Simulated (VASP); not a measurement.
Cs2KCdF6: single point with PBE

The system is Cs2KCdF6.

```
K Cd F Cs
1.0
     0.00000    4.62319    4.62319
     4.62319    0.00000    4.62319
     4.62319    4.62319    0.00000
K Cd F Cs
1 1 6 2
Cartesian
  4.6232 4.6232 4.6232
  0.0000 0.0000 0.0000
  1.9880 4.6232 4.6232
  4.6232 1.9880 4.6232
  7.2584 4.6232 4.6232
  4.6232 7.2584 4.6232
  4.6232 4.6232 1.9880
  4.6232 4.6232 7.2584
  2.3116 2.3116 2.3116
  6.9348 6.9348 6.9348
```

The cell was built by a generator and needn't be a form met in nature.

```yaml
Program: VASP 6.6.1
Task: single point
Functional: PBE
Potentials_or_basis: VASP PAW PBE potentials, release 64 (K_sv, Cd, F, Cs_sv)
Cutoff: 520 eV
k_mesh: 6 × 6 × 6
Occupations: fermi-dirac, width 0.0132 eV
Spin: no spin polarisation
```

```
Pressure               : 8.9 GPa
Largest force          : 2.869 eV/Å
Band gap on the k mesh : none (metal or under the smearing width)
```

Forces on the atoms (eV/Å):
```
K    0.000  0.000  0.000
Cd   0.000  0.000  0.000
F    2.869  0.000  0.000
F    0.000  2.869  0.000
F   -2.869  0.000  0.000
F    0.000 -2.869  0.000
F    0.000  0.000  2.869
F    0.000  0.000 -2.869
Cs   0.000  0.000  0.000
Cs   0.000  0.000  0.000
```

Levels at points of the mesh, in eV from the Fermi level:
```tsv
k point	band 39	band 40	band 41	band 42	band 43	band 44
(0.00, 0.00, 0.00)	-1.45	-0.08	-0.08	5.14	6.78	6.78
(0.50, 0.00, 0.00)	-1.48	0.04	0.04	7.01	7.05	8.04
(0.50, 0.50, 0.00)	-1.45	-0.23	-0.08	7.01	7.17	7.46
```

It took 2.5 min on 1 thread of AMD EPYC 9R45 96-Core Processor (Zen 5), on a shared host, peak memory 0.42 GiB.

Caveat: an odd number of electrons without spin polarisation forces a metal; a magnetic or distorted state may lie lower. Spin-orbit coupling is left out, which matters for the levels of Cs.
